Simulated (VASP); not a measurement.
VASP ran on this input.

### INCAR
```
ALGO=Normal   ! blocked Davidson
EDIFF=1E-6
LWAVE=.FALSE.
LCHARG=.FALSE.
ISIF=3   ! ions, shape and volume
IBRION=2
ISMEAR=0   ! Gaussian
NELM=100   ! most electronic steps
SYSTEM=MgS
ENCUT=520   ! plane-wave cut-off (eV)
GGA=PE
LREAL=.FALSE.   ! projection in real space or not
SIGMA=0.05   ! width (eV)
PREC=Accurate
NSW=60   ! most ionic steps
LASPH=.TRUE.   ! aspherical one-centre terms
EDIFFG=-0.01   ! ionic stop
```

### POSCAR
```
MgS
1.0
  0.0000000000   2.6000000000   2.6000000000
  2.6000000000   0.0000000000   2.6000000000
  2.6000000000   2.6000000000   0.0000000000
Mg S
1 1
Cart
  0.0000000000   0.0000000000   0.0000000000
  2.6000000000   2.6000000000   2.6000000000
```

KPOINTS:
```
Automatic mesh
0
Gamma
8 8 8
0 0 0
```

POTCAR, in this order: Mg S (PBE.64 set). Program: vasp_std.

Question: Write an equivalent input for Ansatz.

Answer: One equivalent input (not run):
Ansatz 0.2 input:
```yaml
crystal:
  lattice:
    - [0.0000000, 2.6000000, 2.6000000]
    - [2.6000000, 0.0000000, 2.6000000]
    - [2.6000000, 2.6000000, 0.0000000]
  atoms:
    - { symbol: Mg, position: [0.0000000, 0.0000000, 0.0000000] }
    - { symbol: S, position: [0.5000000, 0.5000000, 0.5000000] }
kpoints:
  mp_grid: { grid: [8, 8, 8] }
hamiltonian:
  xc: pbe
  pseudopotentials: { kind: paw }
scf:
  occupations: { method: gaussian, width: 0.05 }
  max_iter: 100
relax:
  max_steps: 60
  f_tol: 0.01
  cell: {}
output: { forces: true, stress: true, eigenvalues: true }
```
What does not carry over: each code has its own PAW files, so the cut-off isn't converted (ENCUT is set for VASP's; basis.ecutwfc is left out, and Ansatz then takes the one that its files recommend); Ansatz stops its SCF on the density residual and VASP on the energy change (EDIFF).

The compound is MgS in the rock salt structure. This run relaxes it. Symmetry was kept, so distortions that lower it aren't found.
